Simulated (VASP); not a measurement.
Calculation: PBE GGA, VASP's PBE PAW potentials (set 64) (plane waves; VASP).

VASP ran on this input.

**INCAR**
```
# general
SYSTEM  = NiO
PREC    = Accurate
ENCUT   = 620
LREAL   = .FALSE.
LASPH   = .TRUE.

# electronic loop
EDIFF   = 1E-6
NELM    = 100
ALGO    = Normal
LMAXMIX = 4

# smearing
ISMEAR  = 0
SIGMA   = 0.05

# functional
GGA     = PE

# spin
ISPIN   = 2
MAGMOM  = 1.4 -1.4 2*0.0

# ions
IBRION  = 2
NSW     = 40
ISIF    = 3
EDIFFG  = -0.02

# output
LWAVE   = .FALSE.
LCHARG  = .FALSE.
LORBIT  = 10
```

### POSCAR
```
NiO
1.0
  4.1866556908   2.0890034039   2.0890034039
  2.0890034039   4.1866556908   2.0890034039
  2.0890034039   2.0890034039   4.1866556908
Ni O
2 2
Cart
  0.0000000000   0.0000000000   0.0000000000
  4.1823312493   4.1823312493   4.1823312493
  2.0911656246   2.0911656246   2.0911656247
  6.2734968740   6.2734968740   6.2734968740
```

**KPOINTS**
```
K-points
0
Gamma
  9 9 9
0 0 0
```

POTCAR, in this order: Ni O (PBE.64 set). Program: vasp_std.

The resulting files:

File OUTCAR:
```
 ion  position               nearest neighbor table
   1  0.000  0.000  0.000-   4 2.10   4 2.10   4 2.10   3 2.10   3 2.10   3 2.10   2 2.96   2 2.96
                             2 2.96   2 2.96   2 2.96   2 2.96
   2  0.500  0.500  0.500-   3 2.10   3 2.10   3 2.10   4 2.10   4 2.10   4 2.10   1 2.96   1 2.96
                             1 2.96   1 2.96   1 2.96   1 2.96
   3  0.250  0.250  0.250-   1 2.10   1 2.10   1 2.10   2 2.10   2 2.10   2 2.10
   4  0.750  0.750  0.750-   2 2.10   2 2.10   2 2.10   1 2.10   1 2.10   1 2.10
  LATTYP: Found a trigonal (rhomboedric) cell.
 ALAT       =     5.1240566270
 COS(alpha) =     0.8324134507
 Subroutine PRICEL returns following result:
  LATTYP: Found a trigonal (rhomboedric) cell.
 ALAT       =     2.9604157879
 COS(alpha) =     0.4979331161
 Subroutine GETGRP returns: Found 12 space group operations
The static configuration has the point symmetry D_3d.
The dynamic configuration has the point symmetry D_3d.
The overall configuration has the point symmetry D_3d.
 Subroutine INISYM returns: Found 12 space group operations
 Subroutine IBZKPT returns following result:
 Found     85 irreducible k-points:

 Following reciprocal coordinates:
            Coordinates               Weight
  0.000000  0.000000  0.000000      1.000000
...
```

**OSZICAR**
```
       N       E                     dE             d eps       ncg     rms          rms(c)
DAV:   1     0.276676079989E+03    0.27668E+03   -0.17703E+04  6888   0.240E+03
DAV:   2     0.639666129517E+01   -0.27028E+03   -0.25349E+03  7016   0.435E+02
DAV:   3    -0.265084050997E+02   -0.32905E+02   -0.31214E+02  7844   0.169E+02
DAV:   4    -0.276372291630E+02   -0.11288E+01   -0.11183E+01  7644   0.330E+01
DAV:   5    -0.276693064571E+02   -0.32077E-01   -0.32062E-01  8140   0.527E+00    0.204E+01
DAV:   6    -0.250696747462E+02    0.25996E+01   -0.46889E+01 10228   0.112E+02    0.223E+01
DAV:   7    -0.233347565251E+02    0.17349E+01   -0.76135E+00  8796   0.862E+01    0.933E+00
DAV:   8    -0.235609457601E+02   -0.22619E+00   -0.23532E+00  7700   0.135E+01    0.611E+00
DAV:   9    -0.234715521024E+02    0.89394E-01   -0.21948E-01 11156   0.128E+01    0.177E+00
DAV:  10    -0.234921865687E+02   -0.20634E-01   -0.81943E-02  9628   0.451E+00    0.884E-01
DAV:  11    -0.234914410556E+02    0.74551E-03   -0.18359E-02 11000   0.372E+00    0.152E-01
DAV:  12    -0.234919044683E+02   -0.46341E-03   -0.43999E-03  7620   0.612E-01    0.114E-01
DAV:  13    -0.234918198920E+02    0.84576E-04   -0.28814E-04  9932   0.183E-01    0.534E-02
DAV:  14    -0.234918319885E+02   -0.12096E-04   -0.18643E-04 10192   0.204E-01    0.374E-02
DAV:  15    -0.234918265585E+02    0.54300E-05   -0.33881E-05 10100   0.843E-02    0.107E-02
DAV:  16    -0.234918270008E+02   -0.44223E-06   -0.49970E-06  7176   0.327E-02
   1 F= -.23491827E+02 E0= -.23491827E+02  d E =-.234918E+02  mag=     0.0000
```

**OUTCAR**
```
------------------------ aborting loop because EDIFF is reached ----------------------------------------
  FORCE on cell =-STRESS in cart. coord.  units (eV):
  Direction    XX          YY          ZZ          XY          YZ          ZX
  --------------------------------------------------------------------------------------
  Total       -0.0616532     -0.0616532     -0.0616532     -0.0286079     -0.0286079     -0.0286079
  in kB       -2.6838040     -2.6838040     -2.6838040     -1.2453215     -1.2453215     -1.2453215
  external PRESSURE =      -2.6838040 kB  Pullay stress =       0.0000000 kB
  volume of cell :       36.81
      direct lattice vectors                 reciprocal lattice vectors
     4.186655691  2.089003404  2.089003404     0.357665805 -0.119057628 -0.119057628
     2.089003404  4.186655691  2.089003404    -0.119057628  0.357665805 -0.119057628
     2.089003404  2.089003404  4.186655691    -0.119057628 -0.119057628  0.357665805
 POSITION                                       TOTAL-FORCE (eV/Angst)
 -----------------------------------------------------------------------------------
      0.00000      0.00000      0.00000        -0.000000      0.000000      0.000000
      4.18233      4.18233      4.18233         0.000000      0.000000      0.000000
      2.09117      2.09117      2.09117        -0.000000      0.000000      0.000000
      6.27350      6.27350      6.27350         0.000000     -0.000000     -0.000000
 -----------------------------------------------------------------------------------
    total drift:                                0.000000     -0.000000     -0.000000
  FREE ENERGIE OF THE ION-ELECTRON SYSTEM (eV)
  ---------------------------------------------------
  free  energy   TOTEN  =       -23.4918270008 eV

  energy  without entropy=      -23.4918270008  energy(sigma->0) =      -23.49182700

 total charge

# of ion       s       p       d       tot
------------------------------------------
    1        0.326   0.394   8.258   8.977
    2        0.326   0.394   8.258   8.977
    3        1.558   3.407   0.000   4.965
    4        1.558   3.407   0.000   4.965
--------------------------------------------------
tot          3.769   7.602  16.515  27.886

 magnetization (x)

# of ion       s       p       d       tot
------------------------------------------
    1       -0.009  -0.013   1.372   1.350
    2        0.009   0.013  -1.372  -1.350
    3        0.000   0.000   0.000   0.000
    4        0.000   0.000   0.000   0.000
--------------------------------------------------
tot          0.000   0.000   0.000   0.000

 reached required accuracy - stopping structural energy minimisation
```
(Selected blocks of OUTCAR.)

The compound is NiO in the rock salt, AFM-II order structure. It was relaxed first.
